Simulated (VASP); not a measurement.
A run of VASP 6.6.1:

The input INCAR:

```
SYSTEM = SbMo
  ALGO = Normal
  EDIFF = 1E-6
  ENCUT = 520
  GGA = PS
  ISIF = 2
  ISMEAR = -1
  LASPH = .True.
  LCHARG = .False.
  LREAL = .False.
  LWAVE = .False.
  NBANDS = 16
  NELM = 100
  PREC = Accurate
  SIGMA = 0.08
```

KPOINTS

```
k-points
0
Gamma
  10 10 10
  0 0 0
```

Contents of POSCAR:

```
SbMo
1.0
    0.0000000000      3.0235239954      3.0235239954
    3.0235239954      0.0000000000      3.0235239954
    3.0235239954      3.0235239954      0.0000000000
Mo Sb
1 1
Direct
    0.0000000000      0.0000000000      0.0000000000
    0.2500000000      0.2500000000      0.2500000000
```

Potentials or basis: VASP PAW PBE potentials, release 64 (Mo_sv, Sb).

Run with:

```sh
$ cat potpaw_PBE.64/Mo_sv/POTCAR potpaw_PBE.64/Sb/POTCAR > POTCAR
$ mpirun -np 1 vasp_std > vasp.out
```

Hardware: 1 thread of Intel(R) Xeon(R) 6975P-C (Granite Rapids), with other jobs on the host.

Task: Estimate the wall time of this run.

Result: Run time: 15 s on 1 thread of Intel(R) Xeon(R) 6975P-C (Granite Rapids), on a shared host, peak memory 0.2 GiB. Counts: scf iterations 12, k points 47.
